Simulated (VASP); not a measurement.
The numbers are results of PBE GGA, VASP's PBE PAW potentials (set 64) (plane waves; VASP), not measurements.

VASP input:

File KPOINTS:
```
Automatic
0
Monkhorst Pack
10 10 10
```

POSCAR:
```
Mo
1
   -1.5750000000     1.5750000000     1.5750000000
    1.5750000000    -1.5750000000     1.5750000000
    1.5750000000     1.5750000000    -1.5750000000
Mo
1
Direct
  0.0000000000   0.0000000000   0.0000000000
```

**INCAR**
```
SYSTEM = Mo
PREC = Accurate; ENCUT = 400; LREAL = F
LASPH = T
EDIFF = 1E-6; NELM = 100; ALGO = Normal
LMAXMIX = 4
ISMEAR = 1; SIGMA = 0.1
GGA = PE
ISIF = 2
LWAVE = F; LCHARG = F
```

POTCAR, in this order: Mo_sv (PBE.64 set). Program: vasp_std.

The run wrote:

OSZICAR:
```
       N       E                     dE             d eps       ncg     rms          rms(c)
DAV:   1     0.737385141453E+02    0.73739E+02   -0.72368E+03   976   0.108E+03
DAV:   2    -0.105607065815E+02   -0.84299E+02   -0.80853E+02  1034   0.300E+02
DAV:   3    -0.115958545522E+02   -0.10351E+01   -0.10292E+01  1118   0.335E+01
DAV:   4    -0.115981783335E+02   -0.23238E-02   -0.23236E-02  1052   0.192E+00
DAV:   5    -0.115981889250E+02   -0.10592E-04   -0.10591E-04  1136   0.125E-01    0.147E+01
DAV:   6    -0.110304585346E+02    0.56773E+00   -0.10015E+00  1028   0.121E+01    0.405E+00
DAV:   7    -0.109497785699E+02    0.80680E-01   -0.22165E-01  1105   0.533E+00    0.966E-01
DAV:   8    -0.109463206268E+02    0.34579E-02   -0.46319E-03  1010   0.985E-01    0.188E-01
DAV:   9    -0.109462333465E+02    0.87280E-04   -0.34219E-04  1061   0.224E-01    0.616E-02
DAV:  10    -0.109462405212E+02   -0.71746E-05   -0.19565E-05  1067   0.581E-02    0.227E-03
DAV:  11    -0.109462406927E+02   -0.17158E-06   -0.10223E-07   616   0.412E-03
   1 F= -.10946241E+02 E0= -.10946263E+02  d E =0.667061E-04
```

OUTCAR:
```
------------------------ aborting loop because EDIFF is reached ----------------------------------------
  FORCE on cell =-STRESS in cart. coord.  units (eV):
  Direction    XX          YY          ZZ          XY          YZ          ZX
  --------------------------------------------------------------------------------------
  Total        0.1597897      0.1597897      0.1597897     -0.0000000     -0.0000000      0.0000000
  in kB       16.3816544     16.3816544     16.3816544     -0.0000000     -0.0000000      0.0000000
  external PRESSURE =      16.3816544 kB  Pullay stress =       0.0000000 kB
  volume of cell :       15.63
      direct lattice vectors                 reciprocal lattice vectors
    -1.575000000  1.575000000  1.575000000     0.000000000  0.317460317  0.317460317
     1.575000000 -1.575000000  1.575000000     0.317460317  0.000000000  0.317460317
     1.575000000  1.575000000 -1.575000000     0.317460317  0.317460317  0.000000000
 POSITION                                       TOTAL-FORCE (eV/Angst)
 -----------------------------------------------------------------------------------
      0.00000      0.00000      0.00000         0.000000      0.000000      0.000000
 -----------------------------------------------------------------------------------
    total drift:                                0.000000      0.000000      0.000000
  FREE ENERGIE OF THE ION-ELECTRON SYSTEM (eV)
  ---------------------------------------------------
  free  energy   TOTEN  =       -10.9462406927 eV

  energy  without entropy=      -10.9463073988  energy(sigma->0) =      -10.94626293
```
(Selected blocks of OUTCAR.)

The compound is Mo in the bcc structure. The cell was not relaxed at this level. The run is one of a series of settings (KPOINTS 10×10×10 Monkhorst-Pack mesh against the base run), some of them coarse on purpose.
